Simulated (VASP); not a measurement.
Energy against volume of Eu (bcc). Method: SCAN meta-GGA, VASP's PBE PAW potentials (set 64) (plane waves; VASP). Settings: 520 eV cut-off, 12×12×12 Γ-centred mesh, first-order Methfessel-Paxton smearing of 0.10 eV, potentials Eu_2.

The 4f electrons are frozen in the core of the lanthanide potential, so 4f levels, which can set the real gap, and their magnetism are missing.

| V (Å³/atom) | E (eV/atom) |
|---|---|
| 40.339 | -42.14373 |
| 41.587 | -42.14450 |
| 42.834 | -42.14137 |
| 44.082 | -42.13593 |

Question: Fit these four points and predict the energy of the run at 39.092 Å³/atom.

Answer: A cubic in V^(−2/3), the third-order Birch-Murnaghan form, passes through the four points with V0 = 41.15 Å³/atom and B0 = 19 GPa, and gives -42.1370 eV/atom there. The run gave -42.1390 eV/atom, -2.0 meV/atom from the fit; all five points give B0 = 16 GPa.

The compound is Eu in the bcc structure. It was relaxed first, which changed the volume by -14 %.
